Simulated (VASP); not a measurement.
All values below come from MS2 meta-GGA, VASP's PBE PAW potentials (set 64) (plane waves; VASP).

The input files of a VASP run:

File KPOINTS:
```
Automatic mesh
0
Gamma
14 14 8
```

File POSCAR:
```
Tc
1.0
  1.3633423590  -2.3613786217   0.0000000000
  1.3633423590   2.3613786217   0.0000000000
  0.0000000000   0.0000000000   4.3805905571
Tc
2
Cart
  1.3633423590   0.7871277815   1.0951476393
  1.3633423590  -0.7871277815   3.2854429178
```

### INCAR
```
SYSTEM  =  Tc
PREC  =  Accurate; ENCUT  =  520; LREAL  =  .False.
LASPH  =  .True.
EDIFF  =  1E-6; NELM  =  100; ALGO  =  Normal
LMAXMIX  =  4; LMIXTAU  =  .True.
ISMEAR  =  1; SIGMA  =  0.1
METAGGA  =  MS2
IBRION  =  2; NSW  =  60; ISIF  =  3
EDIFFG  =  -0.01
LWAVE  =  .False.; LCHARG  =  .False.
```

POTCAR, in this order: Tc_pv (PBE.64 set). Program: vasp_std.

Output of the run:

### OSZICAR
```
       N       E                     dE             d eps       ncg     rms          rms(c)
DAV:   1     0.274404424427E+03    0.27440E+03   -0.15653E+04  4088   0.152E+03
DAV:   2    -0.614362893191E+02   -0.33584E+03   -0.33248E+03  4398   0.447E+02
DAV:   3    -0.698889910404E+02   -0.84527E+01   -0.83037E+01  4966   0.866E+01
DAV:   4    -0.699643819944E+02   -0.75391E-01   -0.75255E-01  4558   0.811E+00
DAV:   5    -0.699650743223E+02   -0.69233E-03   -0.69132E-03  4748   0.709E-01    0.557E+01
DAV:   6    -0.187078434350E+02    0.51257E+02   -0.72326E+01  4084   0.109E+02    0.792E+00
DAV:   7    -0.188151751768E+02   -0.10733E+00   -0.29306E+00  4692   0.159E+01    0.826E+00
DAV:   8    -0.178677768387E+02    0.94740E+00   -0.13561E+00  4252   0.130E+01    0.246E+00
DAV:   9    -0.187507322049E+02   -0.88296E+00   -0.73018E-01  4081   0.963E+00    0.254E+00
DAV:  10    -0.187381968075E+02    0.12535E-01   -0.95108E-03  4586   0.105E+00    0.172E+00
DAV:  11    -0.187255416741E+02    0.12655E-01   -0.10130E-01  4329   0.332E+00    0.275E-01
DAV:  12    -0.187257788185E+02   -0.23714E-03   -0.59756E-03  4346   0.899E-01    0.241E-02
DAV:  13    -0.187249953138E+02    0.78350E-03   -0.43810E-04  4406   0.217E-01    0.447E-02
DAV:  14    -0.187250039702E+02   -0.86565E-05   -0.80646E-05  4327   0.906E-02    0.211E-02
DAV:  15    -0.187249874348E+02    0.16535E-04   -0.13684E-05  4305   0.346E-02    0.663E-03
DAV:  16    -0.187249990334E+02   -0.11599E-04   -0.26039E-06  2500   0.180E-02    0.108E-03
DAV:  17    -0.187249891733E+02    0.98601E-05   -0.57566E-07  2046   0.767E-03    0.171E-03
DAV:  18    -0.187249920682E+02   -0.28949E-05   -0.30367E-07  2047   0.564E-03    0.909E-04
DAV:  19    -0.187249922513E+02   -0.18306E-06   -0.41990E-08  2044   0.196E-03
   1 F= -.18724992E+02 E0= -.18724617E+02  d E =-.187250E+02
       N       E                     dE             d eps       ncg     rms          rms(c)
DAV:   1    -0.187255304127E+02   -0.53834E-03   -0.18651E-02  4161   0.158E+00    0.240E-01
DAV:   2    -0.187250026922E+02    0.52772E-03   -0.12898E-03  4171   0.372E-01    0.483E-02
DAV:   3    -0.187249672907E+02    0.35401E-04   -0.29547E-04  4350   0.167E-01    0.428E-02
DAV:   4    -0.187249357103E+02    0.31580E-04   -0.11245E-04  4140   0.116E-01    0.471E-02
DAV:   5    -0.187249727078E+02   -0.36998E-04   -0.63393E-05  4096   0.929E-02    0.236E-03
DAV:   6    -0.187249654603E+02    0.72475E-05   -0.89833E-07  2408   0.847E-03    0.721E-04
DAV:   7    -0.187249730781E+02   -0.76178E-05   -0.25581E-07  2045   0.578E-03    0.180E-03
DAV:   8    -0.187249678828E+02    0.51952E-05   -0.15799E-07  2046   0.464E-03    0.509E-04
DAV:   9    -0.187249727781E+02   -0.48952E-05   -0.17483E-08  2044   0.155E-03    0.400E-05
DAV:  10    -0.187249713929E+02    0.13851E-05   -0.31408E-09  2043   0.578E-04    0.122E-04
DAV:  11    -0.187249724716E+02   -0.10787E-05   -0.15889E-09  2043   0.396E-04    0.249E-05
DAV:  12    -0.187249722315E+02    0.24013E-06   -0.52326E-10  2043   0.178E-04
   2 F= -.18724972E+02 E0= -.18724586E+02  d E =0.200198E-04
       N       E                     dE             d eps       ncg     rms          rms(c)
DAV:   1    -0.187252546706E+02   -0.28220E-03   -0.86985E-03  4154   0.108E+00    0.164E-01
DAV:   2    -0.187250055750E+02    0.24910E-03   -0.60098E-04  4164   0.254E-01    0.330E-02
DAV:   3    -0.187249947097E+02    0.10865E-04   -0.13798E-04  4326   0.114E-01    0.294E-02
DAV:   4    -0.187250053894E+02   -0.10680E-04   -0.51956E-05  4137   0.790E-02    0.321E-02
DAV:   5    -0.187249971469E+02    0.82425E-05   -0.29401E-05  4092   0.632E-02    0.150E-03
DAV:   6    -0.187250022203E+02   -0.50734E-05   -0.39015E-07  2116   0.564E-03    0.485E-04
DAV:   7    -0.187249969570E+02    0.52633E-05   -0.13440E-07  2043   0.411E-03    0.127E-03
DAV:   8    -0.187250004422E+02   -0.34852E-05   -0.76326E-08  2043   0.321E-03    0.332E-04
DAV:   9    -0.187249973043E+02    0.31380E-05   -0.77630E-09  2043   0.990E-04    0.502E-05
DAV:  10    -0.187249982204E+02   -0.91615E-06   -0.16514E-09  2043   0.388E-04
   3 F= -.18724998E+02 E0= -.18724619E+02  d E =-.596914E-05
```

OUTCAR:
```
------------------------ aborting loop because EDIFF is reached ----------------------------------------
  FORCE on cell =-STRESS in cart. coord.  units (eV):
  Direction    XX          YY          ZZ          XY          YZ          ZX
  --------------------------------------------------------------------------------------
  Total       -0.0007785     -0.0007785     -0.0156430      0.0000000      0.0000000      0.0000000
  in kB       -0.0442062     -0.0442062     -0.8882391      0.0000000      0.0000000      0.0000000
  external PRESSURE =      -0.3255505 kB  Pullay stress =       0.0000000 kB
  volume of cell :       28.22
      direct lattice vectors                 reciprocal lattice vectors
     1.363617400 -2.361855007  0.000000000     0.366671766 -0.211698008 -0.000000000
     1.363617400  2.361855007 -0.000000000     0.366671766  0.211698008  0.000000000
     0.000000000 -0.000000000  4.380525162     0.000000000  0.000000000  0.228283131
 POSITION                                       TOTAL-FORCE (eV/Angst)
 -----------------------------------------------------------------------------------
      1.36362      0.78729      1.09513         0.000000     -0.000000      0.000000
      1.36362     -0.78729      3.28539        -0.000000      0.000000      0.000000
 -----------------------------------------------------------------------------------
    total drift:                                0.000000      0.000609     -0.000043
  FREE ENERGIE OF THE ION-ELECTRON SYSTEM (eV)
  ---------------------------------------------------
  free  energy   TOTEN  =       -18.7249982204 eV

  energy  without entropy=      -18.7238617710  energy(sigma->0) =      -18.72461940

 reached required accuracy - stopping structural energy minimisation
```
(Selected blocks of OUTCAR.)

**CONTCAR**
```
Tc
   1.00000000000000
     1.3636174003149395   -2.3618550074663616    0.0000000000000000
     1.3636174003149395    2.3618550074663616   -0.0000000000000000
     0.0000000000000000   -0.0000000000000000    4.3805251617983529
  Tc
     2
Direct
     0.3333330000000032    0.6666669999999968    0.2500000000000000
     0.6666669999999968    0.3333330000000032    0.7500000000000000
```

The compound is Tc in the hcp structure. This run relaxes it. Symmetry was kept, so distortions that lower it aren't found. The start is the result of an earlier pass.
